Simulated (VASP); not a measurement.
Input:

```
GaY
1.0
    2.15100    -5.43000     0.00000
    2.15100     5.43000     0.00000
    0.00000     0.00000     4.07300
Y Ga
2 2
Direct
  0.86200   0.13800   0.25000
  0.13800   0.86200   0.75000
  0.58300   0.41700   0.25000
  0.41700   0.58300   0.75000
```

Method: LDA (Ceperley-Alder, Perdew-Zunger), VASP's LDA PAW potentials (set 64) (plane waves; VASP). Run with 300 eV cut-off, 6×6×6 Γ-centred mesh, Fermi-Dirac smearing of 0.10 eV, potentials Y_sv Ga_d.

At this cut-off the stress carries a Pulay error, which pulls relaxed volumes low. Energy and stress use the plane-wave basis of the starting cell.

Problem. The ions, cell shape and volume are relaxed. What does this cell relax into?

Solution. 
```
GaY
1.0
    2.11916    -5.33559     0.00000
    2.11916     5.33559     0.00000
    0.00000     0.00000     3.96331
Y Ga
2 2
Cartesian
  2.11916  -3.83587   0.99083
  2.11916   3.83587   2.97248
  2.11916  -0.80911   0.99083
  2.11916   0.80911   2.97248
```
Space group Cmcm (63), at a tolerance of 0.03 Å.

Problem. How do energy and volume change from the first to the last step?

Solution. The energy (σ→0) changes by -30.8 meV/atom and the volume by -5.8 %, in 15 ionic steps.

The structure comes from a measured YGa entry of the Crystallography Open Database, whose conditions weren't checked. This run relaxes it. Symmetry was kept, so distortions that lower it aren't found. The run is one of a series of settings (EDIFFG = -0.01, IBRION = 2, ISIF = 3, NSW = 50 against the base run), some of them coarse on purpose.
